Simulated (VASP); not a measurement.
OSZICAR of a VASP run on Al35TiN35:

### OSZICAR
```
       N       E                     dE             d eps       ncg     rms          rms(c)
DAV:   1    -0.505264878556E+03   -0.50526E+03   -0.58363E-05   920   0.251E-02    0.181E-02
RMM:   2    -0.505264876286E+03    0.22703E-05   -0.55734E-05   806   0.133E-02    0.221E-02
RMM:   3    -0.505264870476E+03    0.58095E-05   -0.10333E-05   639   0.744E-03    0.312E-03
RMM:   4    -0.505264870250E+03    0.22610E-06   -0.35221E-06   639   0.309E-03
   1 F= -.50526487E+03 E0= -.50526487E+03  d E =-.419974E-13  mag=     2.0000
```

Which electronic solver shows in the log?

It is blocked Davidson (ALGO = Normal, or the opening steps of other solvers) and then RMM-DIIS (ALGO = Fast or VeryFast). The INCAR had ALGO = Fast.

How was spin treated?

Collinear spin (ISPIN = 2): the summary line carries one mag value, 2.00 μB in the cell.

Can the final energy be trusted as converged?

The run converged. It stopped with EDIFF = 1E-6, NELM = 100 (PBE GGA, plane waves, VASP's PBE PAW potentials (set 64)).  The cell is charged, with a uniform compensating background.  The supercell is sampled at Γ alone, which is coarse: total energies, pressure and levels can be off, energies of defects by several tenths of an eV.

The cell is a supercell with a defect, built from AlN (wurtzite): Ti_Al-vac_N, charge -2. The total moment is imposed (NUPDOWN), so this need not be the lowest spin state.
